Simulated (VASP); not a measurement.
```
CELL_PARAMETERS angstrom
      4.34034     0.00000     0.00000
     -2.17017     3.75884     0.00000
      0.00000     0.00000    33.28802
ATOMIC_POSITIONS crystal
  Bi 0.33333 0.66667 0.28859
  Bi 0.00000 0.00000 0.59071
  Bi 0.00000 0.00000 0.40929
  Bi 0.66667 0.33333 0.71141
  Te 0.00000 0.00000 0.23759
  Te 0.66667 0.33333 0.34905
  Te 0.33333 0.66667 0.46127
  Te 0.66667 0.33333 0.53873
  Te 0.33333 0.66667 0.65095
  Te 0.00000 0.00000 0.76241
```

These are LDA (Ceperley-Alder, Perdew-Zunger), VASP's LDA PAW potentials (set 64) (plane waves; VASP) values and carry that method's errors. Numerical set-up: PREC = Normal, 400 eV cut-off, 12×12×1 Γ-centred mesh, Gaussian smearing of 0.050 eV, potentials Bi_d Te.

Unless said otherwise, spin-orbit coupling is left out, though it shifts the bands of the heavy elements here.

Estimate the energy per atom (σ→0), band gap (on the k-mesh) with the smallest direct gap where there is one.

* **band gap (on the k-mesh)**: 0.50 eV
* **smallest direct gap (on the k-mesh)**: 0.50 eV
* **energy per atom (σ→0)**: -4.289 eV/atom

Only differences to runs with the same potentials and settings are physical.

The cell is a sheet with vacuum, built from Bi2Te3 (tetradymite).
